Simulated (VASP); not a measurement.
Crystal: SnTeS4.

```
Sn Te S
1.0
     3.74897    0.01622    0.03453
    -3.72089    6.70017    0.04556
     0.12464    0.16691   14.07057
Sn Te S
2 2 8
Direct
  0.96140 0.99364 0.49888
  0.00859 0.49867 0.50994
  0.05610 0.01665 0.01134
  0.05716 0.52647 0.99368
  0.66488 0.17413 0.88360
  0.67343 0.67857 0.88447
  0.64769 0.16233 0.38628
  0.63441 0.66598 0.39457
  0.34185 0.34719 0.59924
  0.32795 0.80476 0.61137
  0.30810 0.31808 0.11665
  0.36834 0.83378 0.12970
```

The cell was built by a generator and needn't be a form met in nature.

- Program: VASP 6.6.1
- Task: relaxation of cell and atoms
- Functional: PBE
- Potentials or basis: VASP PAW PBE potentials, release 64 (Sn_d, Te, S)
- Cutoff: 520 eV
- k mesh: 5 × 5 × 2
- Occupations: gaussian, width 0.05 eV
- Spin: no spin polarisation

At the start: pressure -2.7 GPa; volume 29.52 Å³/atom.

Question: How do energy, volume and symmetry change on relaxing?

Answer: Over 21 steps the energy falls by 89.3 meV/atom and the volume is 27.72 Å³/atom (-6.1 %); space group P1 (No. 1, to 0.05 Å).

The path:
```csv
step,energy change (eV),largest force (eV/Å),pressure (GPa),volume (Å³)
1,0.0000,2.3063,-2.69,354.21
2,-0.7210,1.0687,1.47,329.34
3,-0.7226,1.0005,1.26,330.33
4,-0.9450,0.7178,-0.07,334.77
5,-0.9651,0.7045,-0.49,336.53
6,-1.0322,0.2856,0.05,333.32
7,-1.0332,0.2657,0.06,332.90
8,-1.0501,0.1505,0.03,332.90
9,-1.0560,0.1687,-0.04,332.89
10,-1.0639,0.1004,0.04,332.40
11,-1.0643,0.0866,0.05,332.29
12,-1.0672,0.0653,-0.03,332.78
13,-1.0681,0.0742,-0.11,333.22
14,-1.0695,0.0565,0.11,332.26
15,-1.0696,0.0458,0.07,332.38
16,-1.0705,0.0714,-0.01,332.83
17,-1.0704,0.0699,-0.07,333.10
18,-1.0705,0.0631,-0.07,332.95
19,-1.0709,0.0361,0.00,332.73
20,-1.0709,0.0403,0.00,332.69
21,-1.0712,0.0288,0.01,332.69
```

Final structure:
```
CELL_PARAMETERS angstrom
3.76140 0.00100 -0.03332
-3.76091 6.51122 0.11044
-0.12584 0.16219 13.58483
ATOMIC_POSITIONS crystal
Sn 0.98723 0.99558 0.50010
Sn 0.98708 0.49556 0.50028
Te 0.02017 0.00923 0.00673
Te 0.02249 0.50604 0.99942
S 0.69180 0.18323 0.88814
S 0.68008 0.67809 0.88603
S 0.65270 0.16758 0.39290
S 0.65190 0.66750 0.39284
S 0.32129 0.32282 0.60749
S 0.32170 0.82328 0.60751
S 0.35012 0.33264 0.11776
S 0.36335 0.83872 0.12051
```
